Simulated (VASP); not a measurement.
**Os under a change of volume**

How do stress and energy of Os follow a change of volume?

Method: r2SCAN; plane waves and PAW (Os), in the first sound run; inputs show where later runs differ, in VASP 6.6.1.

### 1. Starting point

It takes space group P6_3/mmc (No. 194, hexagonal). The conventional cell has a = 2.740 Å, b = 2.740 Å, c = 4.326 Å, α = 90.00°, β = 90.00°, γ = 120.00°. Nearest to Os lie 12 Os at 2.68 to 2.74 Å.

Coordinates:

```
Os
1.0
     2.74000    0.00000    0.00000
    -1.37000    2.37291    0.00000
     0.00000    0.00000    4.32646
Os
2
Direct
  0.00000 0.00000 0.00000
  0.33333 0.66667 0.50000
```

### 2. Relax the crystal, r2SCAN

The series starts from the cell that this level prefers, so that zero strain is near zero stress.

Level: r2SCAN; plane waves and PAW (Os).

File INCAR:

```
SYSTEM = Os
PREC = Accurate
ENCUT = 450
EDIFF = 1E-07
NELM = 120
ISMEAR = 1
SIGMA = 0.15
LREAL = .FALSE.
ALGO = Normal
METAGGA = R2SCAN
LASPH = .TRUE.
NBANDS = 14
LORBIT = 11
LWAVE = .FALSE.
LCHARG = .FALSE.
KPAR = 8
IBRION = 2
NSW = 40
ISIF = 3
EDIFFG = -0.005
POTIM = 0.4
```

File POSCAR:

```
Os
1.0
    2.7400000000      0.0000000000      0.0000000000
   -1.3700000000      2.3729096064      0.0000000000
    0.0000000000      0.0000000000      4.3264600000
Os
2
Direct
    0.0000000000      0.0000000000      0.0000000000
    0.3333333333      0.6666666667      0.5000000000
```

File KPOINTS:

```
Automatic mesh
0
Gamma
25 25 14
0 0 0
```

The projector-augmented-wave data sets are Os (PBE family, release 64).

The run is started by

```sh
mpirun -np 8 vasp_std
```

Output:

```text
[banner, memory and clock lines left out]
running    8 mpi-ranks, on    1 nodes
[...]
|                                                                             |
|           W    W    AA    RRRRR   N    N  II  N    N   GGGG   !!!           |
|           W    W   A  A   R    R  NN   N  II  NN   N  G    G  !!!           |
|           W    W  A    A  R    R  N N  N  II  N N  N  G       !!!           |
|           W WW W  AAAAAA  RRRRR   N  N N  II  N  N N  G  GGG   !            |
|           WW  WW  A    A  R   R   N   NN  II  N   NN  G    G                |
|           W    W  A    A  R    R  N    N  II  N    N   GGGG   !!!           |
|                                                                             |
|     For optimal performance we recommend to set                             |
|       NCORE = 2 up to number-of-cores-per-socket                            |
|     NCORE specifies how many cores store one orbital (NPAR=cpu/NCORE).      |
|     This setting can greatly improve the performance of VASP for DFT.       |
[...]
POSCAR, INCAR and KPOINTS ok, starting setup
[...]
entering main loop
       N       E                     dE             d eps       ncg     rms          rms(c)
DAV:   1     0.975256629750E+01    0.97526E+01   -0.72267E+03 15488   0.100E+03
DAV:   2    -0.104083922770E+03   -0.11384E+03   -0.10108E+03 15022   0.344E+02
DAV:   3    -0.108671071583E+03   -0.45871E+01   -0.44219E+01 19198   0.591E+01
DAV:   4    -0.108707500372E+03   -0.36429E-01   -0.36380E-01 15772   0.551E+00
[...]
DAV:  12    -0.106004862529E+03    0.17304E-05   -0.29474E-07 18610   0.702E-03    0.105E-03
DAV:  13    -0.106004862146E+03    0.38286E-06   -0.21760E-08  8648   0.175E-03    0.135E-04
DAV:  14    -0.106004862223E+03   -0.77220E-07   -0.37324E-09  8120   0.564E-04
   1 F= -.10600486E+03 E0= -.10600423E+03  d E =-.106005E+03
[... from here on, the cycles between the ionic steps are left out ...]
   2 F= -.10600419E+03 E0= -.10600354E+03  d E =0.673807E-03
   3 F= -.10600500E+03 E0= -.10600436E+03  d E =-.137057E-03
   4 F= -.10600500E+03 E0= -.10600436E+03  d E =-.136895E-03
   5 F= -.10600499E+03 E0= -.10600434E+03  d E =0.977185E-05
   6 F= -.10600502E+03 E0= -.10600437E+03  d E =-.184339E-04
[...]
reached required accuracy - stopping structural energy minimisation
```

Wall time 2 min (8 MPI ranks of Intel Xeon 6975P-C (Granite Rapids), shared host); peak memory 2.1 GiB; 16 min of CPU time.

Lines that name or quote the potential files are left out of all logs, and their timing lines are given in words.

Parts of OUTCAR (step 2):

```text
  Total        0.0037175      0.0037175      0.0022656     -0.0000000     -0.0000000      0.0000000
  in kB        0.2119886      0.2119886      0.1291961     -0.0000000     -0.0000000      0.0000000
  external PRESSURE =       0.1843911 kB  Pullay stress =       0.0000000 kB

 POSITION                                       TOTAL-FORCE (eV/Angst)
 -----------------------------------------------------------------------------------
      0.00000     -0.00000      4.32025         0.000000     -0.000000      0.000000
     -0.00000      1.58213      2.16013        -0.000000      0.000000      0.000000
 -----------------------------------------------------------------------------------
    total drift:                                0.000000     -0.000000     -0.000000

  FREE ENERGIE OF THE ION-ELECTRON SYSTEM (eV)
  ---------------------------------------------------
  free  energy   TOTEN  =      -106.0050175519 eV

  energy  without entropy=     -106.0030890114  energy(sigma->0) =     -106.00437471

 reached required accuracy - stopping structural energy minimisation

[... 3 further parts left out ...]
[key lines of the parts left out:]
E-fermi :   9.2010
```

Numbers from this step:

- energy(sigma→0) of the program: -106.0044 eV
- stress, compression positive: xx, yy, zz 0.02, 0.02, 0.01 GPa
- volume: 28.096 Å³
- ionic steps: 6

### 3. Relax at fixed volume, r2SCAN

One member in full: the volume is scaled by 1.02, and shape and atoms relax at that volume.

Level: r2SCAN; plane waves and PAW (Os).

INCAR: that of step 2 with these lines changed.

```diff
@@ -15,7 +15,7 @@
 LCHARG = .FALSE.
-KPAR = 8
+KPAR = 2
 IBRION = 2
 NSW = 40
-ISIF = 3
-EDIFFG = -0.005
+ISIF = 4
+EDIFFG = -0.004
 POTIM = 0.4
```

File POSCAR:

```
Os
1.0
    2.7584790132      0.0000000000      0.0000000000
   -1.3792395066      2.3889129013      0.0000000000
    0.0000000000      0.0000000000      4.3488637534
Os
2
Direct
    0.0000000000      0.0000000000      0.0000000000
    0.3333333333      0.6666666667      0.5000000000
```

KPOINTS is that of step 2.

The run is started by

```sh
mpirun -np 2 vasp_std
```

Output:

```text
[banner, memory and clock lines left out]
running    2 mpi-ranks, on    1 nodes
[...]
[... a notice as in an earlier step ...]

 LDA part: xc-table for (None), standard interpolation
 POSCAR, INCAR and KPOINTS ok, starting setup
[...]
entering main loop
       N       E                     dE             d eps       ncg     rms          rms(c)
DAV:   1     0.834931130697E+01    0.83493E+01   -0.71818E+03 15464   0.999E+02
DAV:   2    -0.104152334533E+03   -0.11250E+03   -0.99576E+02 15112   0.342E+02
DAV:   3    -0.108740282981E+03   -0.45879E+01   -0.44288E+01 19096   0.589E+01
DAV:   4    -0.108778396973E+03   -0.38114E-01   -0.38049E-01 15944   0.564E+00
[...]
DAV:  12    -0.105990332259E+03    0.20624E-05   -0.35974E-07 18544   0.774E-03    0.134E-03
DAV:  13    -0.105990331843E+03    0.41588E-06   -0.20671E-08  8642   0.167E-03    0.313E-04
DAV:  14    -0.105990331831E+03    0.12076E-07   -0.53680E-09  8066   0.607E-04
   1 F= -.10599033E+03 E0= -.10598969E+03  d E =-.105990E+03
[...]
DAV:   4    -0.105990340807E+03   -0.10568E-05   -0.34862E-06 17434   0.204E-02    0.289E-03
DAV:   5    -0.105990341113E+03   -0.30538E-06   -0.44118E-08 10604   0.320E-03    0.560E-04
DAV:   6    -0.105990341146E+03   -0.32875E-07   -0.66643E-09  7766   0.903E-04
   2 F= -.10599034E+03 E0= -.10598969E+03  d E =-.931507E-05
 trial-energy change:   -0.000009  1 .order   -0.000008   -0.000168    0.000152
 step:   0.5306(harm=  0.5262)  dis= 0.00000  next Energy=  -105.990377 (dE=-0.448E-04)
[...]
N       E                     dE             d eps       ncg     rms          rms(c)
DAV:   1    -0.105990413643E+03   -0.72530E-04   -0.36465E-03 15190   0.472E-01    0.307E-02
DAV:   2    -0.105990384226E+03    0.29417E-04   -0.35703E-05 17712   0.742E-02    0.158E-02
DAV:   3    -0.105990376981E+03    0.72452E-05   -0.10267E-05 16786   0.262E-02    0.281E-03
DAV:   4    -0.105990376851E+03    0.13029E-06   -0.76906E-07 17392   0.959E-03    0.134E-03
DAV:   5    -0.105990376666E+03    0.18486E-06   -0.94626E-09  8114   0.149E-03    0.266E-04
DAV:   6    -0.105990376649E+03    0.17172E-07   -0.14879E-09  7526   0.421E-04
   3 F= -.10599038E+03 E0= -.10598973E+03  d E =-.448183E-04
[...]
reached required accuracy - stopping structural energy minimisation
```

Wall time 3.9 min (2 MPI ranks); peak memory 0.5 GiB.

Parts of OUTCAR (step 3):

```text
  Total       -1.4647811     -1.4647811     -1.4637745      0.0000000     -0.0000000      0.0000000
  in kB      -81.8912517    -81.8912517    -81.8349739      0.0000000     -0.0000000      0.0000000
  external PRESSURE =     -81.8724924 kB  Pullay stress =       0.0000000 kB

 POSITION                                       TOTAL-FORCE (eV/Angst)
 -----------------------------------------------------------------------------------
      0.00000      0.00000      0.00000        -0.000000      0.000000     -0.000000
     -0.00000      1.59323      2.17273         0.000000     -0.000000      0.000000
 -----------------------------------------------------------------------------------
    total drift:                                0.000000     -0.000000     -0.000000

  FREE ENERGIE OF THE ION-ELECTRON SYSTEM (eV)
  ---------------------------------------------------
  free  energy   TOTEN  =      -105.9903766490 eV

  energy  without entropy=     -105.9884383494  energy(sigma->0) =     -105.98973055

[... 2 parts as in an earlier step ...]

[... 2 further parts left out ...]
[key lines of the parts left out:]
E-fermi :   8.9022
```

Numbers from this step:

```
energy(sigma→0) of the program : -105.9897 eV
stress, compression positive   : xx, yy, zz -8.19, -8.19, -8.18 GPa
ionic steps                    : 3
```

### 4. All members

The other members went through these steps as far as the tables show, with the same cutoff and, step by step, the same mesh; 8 runs are not shown. The session took 1.4 core hours (wall time by ranks) on a shared machine.

```tsv
volume over the relaxed volume	volume (Å³/atom)	pressure (GPa)	energy above the unstrained row, extrapolated to no smearing (meV/atom)
0.940	13.205	31.268	77.431
0.960	13.486	?	?
0.980	13.767	9.237	7.939
0.990	13.908	4.490	1.949
1	14.048	0.012	0.000
1.010	14.188	-4.208	1.863
1.020	14.329	-8.187	7.319
1.040	14.610	-15.473	28.197
1.060	14.891	-21.941	61.117
```

### 5. Stress from the known rows

A least-squares cubic through the 8 rows shown, with u the logarithm of the volume ratio: pressure = − 1205 u³ + 1064 u² − 434.7 u + 0.01198 (GPa), r.m.s. residual 6.1e-4 GPa.

For the withheld row, u = -0.04082, the fit gives 19.612 GPa.

### 6. Checking the prediction

The calculation gives 19.610 GPa, so the prediction is 0.002 GPa too high.

A cubic of the pressure in ln(V/V₀) through all rows has the slope −B at V₀: B = 435 GPa, and its curvature gives B′ = 4.9.

### 7. Summary of results

* error of the predicted pressure: 0.002 GPa
* bulk modulus: 435 GPa

**Reading.** These are static values: temperature and zero-point motion are left out. In a metal the slopes also depend on mesh and smearing, which were held through the series.

[Lines on the potential files, build, host, timing and source positions are cut from VASP's logs without a mark.]

[Logs are printed without paths, hosts, clocks, repeated set-up lines and the standing remarks that a program may print on its own settings, such as how far it seeks lower states.]

[Hosts, paths, dates, database ids (printed as entryN), source tags and the programs' standing remarks are cut or masked in the printed files.]

[In band tables of VASP the shares of atoms and orbitals are scaled to a sum of 1 inside the atoms' spheres.]
